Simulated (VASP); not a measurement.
An input for Quantum ESPRESSO's pw.x (written as the equivalent of a VASP run, and not itself run):

```
&CONTROL
  calculation = 'vc-relax'
  pseudo_dir = './pseudo'
  outdir = './out'
  tprnfor = .true.
  tstress = .true.
  nstep = 60
  forc_conv_thr = 0.00039
/
&SYSTEM
  ibrav = 0
  nat = 2
  ntyp = 2
  ecutwfc = 58
  occupations = 'smearing'
  smearing = 'gaussian'
  degauss = 0.003675
  input_dft = 'vdw-df2'
/
&ELECTRONS
  conv_thr = 7.3e-08
  electron_maxstep = 100
/
&IONS
/
&CELL
/
ATOMIC_SPECIES
  Rb 85.468 Rb.upf
  Cl 35.450 Cl.upf
CELL_PARAMETERS angstrom
     0.0000000    3.2900000    3.2900000
     3.2900000    0.0000000    3.2900000
     3.2900000    3.2900000    0.0000000
ATOMIC_POSITIONS crystal
  Rb   0.0000000  0.0000000  0.0000000
  Cl   0.5000000  0.5000000  0.5000000
K_POINTS automatic
  6 6 6 0 0 0
```

Problem. Translate this input to VASP (INCAR, KPOINTS, POSCAR, choice of POTCAR).

Solution. This is not unique; one that fits is 
File POSCAR:
```
RbCl
1
    0.0000000000     3.2900000000     3.2900000000
    3.2900000000     0.0000000000     3.2900000000
    3.2900000000     3.2900000000     0.0000000000
Rb Cl
1 1
Direct
  0.0000000000   0.0000000000   0.0000000000
  0.5000000000   0.5000000000   0.5000000000
```

File KPOINTS:
```
kpoints
0
gamma
  6 6 6
0 0 0
```

### INCAR
```
SYSTEM=RbCl
PREC=Accurate; ENCUT=520; LREAL=.FALSE.
LASPH=.TRUE.
EDIFF=1E-6; NELM=100; ALGO=Normal
LMAXMIX=4
ISMEAR=0; SIGMA=0.05
GGA=ML; LUSE_VDW=.TRUE.; AGGAC=0.0
ZAB_VDW=-1.8867
IBRION=2; NSW=60; ISIF=3
EDIFFG=-0.01
LWAVE=.FALSE.; LCHARG=.FALSE.
```

POTCAR, in this order: Rb_sv Cl (PBE.64 set). Program: vasp_std.

What does not carry over: the potentials are each code's own (VASP's PAW set, PseudoDojo norm-conserving files in pw.x), so ENCUT and ecutwfc are chosen apart and not converted; conv_thr bounds pw.x's estimated SCF error, while EDIFF bounds the energy change between steps; forc_conv_thr acts on force components and is met together with etot_conv_thr.

The compound is RbCl in the rock salt structure. This run relaxes it. Symmetry was kept, so distortions that lower it aren't found.
